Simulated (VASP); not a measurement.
Output of a VASP run:

**OUTCAR**
```
 ion  position               nearest neighbor table
   1  0.000  0.000  0.000-   2 2.22   2 2.22   2 2.22   2 2.22   2 2.22   2 2.22
   2  0.333  0.667  0.500-   1 2.22   1 2.22   1 2.22   1 2.22   1 2.22   1 2.22
  LATTYP: Found a hexagonal cell.
 ALAT       =     2.9359424469
 C/A-ratio  =     0.9737396028
 Subroutine PRICEL returns:
 Original cell was already a primitive cell.
 Subroutine GETGRP returns: Found 12 space group operations
The static configuration has the point symmetry D_3h.
The dynamic configuration has the point symmetry D_3h.
 Subroutine INISYM returns: Found 12 space group operations
 Subroutine IBZKPT returns following result:
 Found    240 irreducible k-points:

 Following reciprocal coordinates:
            Coordinates               Weight
  0.000000  0.000000  0.000000      1.000000
  0.062500 -0.000000  0.000000      6.000000
  0.125000 -0.000000  0.000000      6.000000
  0.187500  0.000000  0.000000      6.000000
  0.250000 -0.000000  0.000000      6.000000
  0.312500 -0.000000  0.000000      6.000000
  0.375000  0.000000  0.000000      6.000000
  0.437500  0.000000  0.000000      6.000000
  0.500000 -0.000000  0.000000      3.000000
  0.062500  0.062500  0.000000      6.000000
  0.125000  0.062500  0.000000     12.000000
  0.187500  0.062500  0.000000     12.000000
  0.250000  0.062500  0.000000     12.000000
  0.312500  0.062500  0.000000     12.000000
  0.375000  0.062500  0.000000     12.000000
  0.437500  0.062500  0.000000     12.000000
  0.125000  0.125000  0.000000      6.000000
  0.187500  0.125000  0.000000     12.000000
  0.250000  0.125000  0.000000     12.000000
  0.312500  0.125000  0.000000     12.000000
  0.375000  0.125000  0.000000     12.000000
  0.437500  0.125000  0.000000      6.000000
  0.187500  0.187500  0.000000      6.000000
  0.250000  0.187500  0.000000     12.000000
  0.312500  0.187500  0.000000     12.000000
  0.375000  0.187500  0.000000     12.000000
  0.250000  0.250000  0.000000      6.000000
  0.312500  0.250000  0.000000     12.000000
  0.375000  0.250000  0.000000      6.000000
  0.312500  0.312500  0.000000      6.000000
  0.000000  0.000000  0.071429      2.000000
  0.062500 -0.000000  0.071429     12.000000
  0.125000 -0.000000  0.071429     12.000000
  0.187500  0.000000  0.071429     12.000000
  0.250000 -0.000000  0.071429     12.000000
  0.312500 -0.000000  0.071429     12.000000
  0.375000  0.000000  0.071429     12.000000
  0.437500  0.000000  0.071429     12.000000
  0.500000 -0.000000  0.071429      6.000000
  0.062500  0.062500  0.071429     12.000000
   k-points           NKPTS =    240   k-points in BZ     NKDIM =    240   number of bands    NBANDS=     13
   number of dos      NEDOS =    601   number of ions     NIONS =      2
   total plane-waves  NPLWV =  13824
   dimension x,y,z NGX =    24 NGY =   24 NGZ =   24
   dimension x,y,z NGXF=    48 NGYF=   48 NGZF=   48
   ions per type =               1   1
   PREC   = accura    normal or accurate (medium, high low for compatibility)
   ISTART =      0    job   : 0-new  1-cont  2-samecut
   ICHARG =      2    charge: 1-file 2-atom 10-const
   ISPIN  =      1    spin polarized calculation?
   LNONCOLLINEAR =      F non collinear calculations
   LSORBIT =      F    spin-orbit coupling
   INIWAV =      1    electr: 0-lowe 1-rand  2-diag
   ENCUT  =  520.0 eV  38.22 Ry    6.18 a.u.   5.46  5.46  5.32*2*pi/ulx,y,z
   NELM   =    100;   NELMIN=  2; NELMDL= -5     # of ELM steps
   EDIFF  = 0.1E-06   stopping-criterion for ELM
   LREAL  =      F    real-space projection
   NLSPLINE    = F    spline interpolate recip. space projectors
   LMAXMIX     =    6 max onsite mixed and CHGCAR
   VOSKOWN=      0    Vosko Wilk Nusair interpolation
   EDIFFG = 0.1E-05   stopping-criterion for IOM
   NSW    =      0    number of steps for IOM
   NBLOCK =      1;   KBLOCK =      1    inner block; outer block
...
```

OSZICAR:
```
       N       E                     dE             d eps       ncg     rms          rms(c)
DAV:   1     0.112722826675E+03    0.11272E+03   -0.98734E+03  6240   0.153E+03
DAV:   2    -0.203398436345E+02   -0.13306E+03   -0.13018E+03  7045   0.381E+02
DAV:   3    -0.243612003817E+02   -0.40214E+01   -0.39874E+01  7656   0.613E+01
DAV:   4    -0.244014096655E+02   -0.40209E-01   -0.40189E-01  6813   0.645E+00
DAV:   5    -0.244017511530E+02   -0.34149E-03   -0.34132E-03  7451   0.611E-01    0.305E+01
DAV:   6    -0.214924742222E+02    0.29093E+01   -0.94599E+00  7070   0.314E+01    0.789E+00
DAV:   7    -0.214316754138E+02    0.60799E-01   -0.42784E-01  6510   0.569E+00    0.564E+00
DAV:   8    -0.214083372028E+02    0.23338E-01   -0.73647E-02  6900   0.267E+00    0.800E-01
DAV:   9    -0.214073971087E+02    0.94009E-03   -0.36691E-03  6768   0.497E-01    0.147E-01
DAV:  10    -0.214073938134E+02    0.32954E-05   -0.30052E-04  7215   0.229E-01    0.756E-02
DAV:  11    -0.214073959635E+02   -0.21501E-05   -0.20338E-05  6810   0.429E-02    0.113E-02
DAV:  12    -0.214073941199E+02    0.18436E-05   -0.58023E-06  6900   0.242E-02    0.310E-03
DAV:  13    -0.214073940471E+02    0.72766E-07   -0.11108E-07  4368   0.355E-03
   1 F= -.21407394E+02 E0= -.21407394E+02  d E =0.000000E+00
```

**OUTCAR**
```
------------------------ aborting loop because EDIFF is reached ----------------------------------------
  FORCE on cell =-STRESS in cart. coord.  units (eV):
  Direction    XX          YY          ZZ          XY          YZ          ZX
  --------------------------------------------------------------------------------------
  Total       -0.0102757     -0.0102757      0.0536345      0.0000000      0.0000000     -0.0000000
  in kB       -0.7714497     -0.7714498      4.0266029      0.0000000      0.0000000     -0.0000000
  external PRESSURE =       0.8279011 kB  Pullay stress =       0.0000000 kB
  volume of cell :       21.34
      direct lattice vectors                 reciprocal lattice vectors
     1.467971190 -2.542600762  0.000000000     0.340606140 -0.196649040  0.000000000
     1.467971190  2.542600762  0.000000000     0.340606140  0.196649040  0.000000000
     0.000000000  0.000000000  2.858843432     0.000000000  0.000000000  0.349791803
 POSITION                                       TOTAL-FORCE (eV/Angst)
 -----------------------------------------------------------------------------------
      0.00000      0.00000      0.00000         0.000000      0.000000      0.000000
      1.46797      0.84754      1.42942        -0.000000     -0.000000      0.000000
 -----------------------------------------------------------------------------------
    total drift:                                0.000000     -0.000388      0.000000
  FREE ENERGIE OF THE ION-ELECTRON SYSTEM (eV)
  ---------------------------------------------------
  free  energy   TOTEN  =       -21.4073940471 eV

  energy  without entropy=      -21.4073940471  energy(sigma->0) =      -21.40739405

 total charge

# of ion       s       p       d       tot
------------------------------------------
    1        2.340   6.405   3.348  12.093
    2        0.859   1.549   0.000   2.408
--------------------------------------------------
tot          3.199   7.954   3.348  14.501
```
(Selected blocks of OUTCAR.)

POSCAR:
```
WC
1
    1.4679711901    -2.5426007623     0.0000000000
    1.4679711901     2.5426007623     0.0000000000
    0.0000000000     0.0000000000     2.8588434321
W C
1 1
Direct
  0.0000000000   0.0000000000   0.0000000000
  0.3333330000   0.6666670000   0.5000000000
```

Reconstruct the remaining input files.

One answer among several that fit: the input of the run itself, RPBE GGA, plane waves, VASP's PBE PAW potentials (set 64).

INCAR:
```
NEDOS = 601   ! DOS grid
LWAVE = .FALSE.
LMAXMIX = 6   ! l cut-off of mixed one-centre charges
ISIF = 2   ! forces and stress, cell fixed
SYSTEM = WC
NELM = 100   ! most electronic steps
ALGO = Normal   ! blocked Davidson
GGA = RP   ! RPBE
EDIFF = 1E-7
LREAL = .FALSE.   ! projection in real space or not
PREC = Accurate
ISMEAR = -5
LCHARG = .TRUE.
LASPH = .TRUE.   ! aspherical one-centre terms
ENCUT = 520   ! plane-wave cut-off (eV)
LORBIT = 11   ! lm-projected
```

KPOINTS:
```
Automatic mesh
0
G
16 16 14
```

POTCAR, in this order: W_sv C (PBE.64 set). Program: vasp_std.

For a metal the tetrahedron method with Blöchl corrections gives inexact stress and forces.

The compound is WC in the wc structure. It was relaxed first.
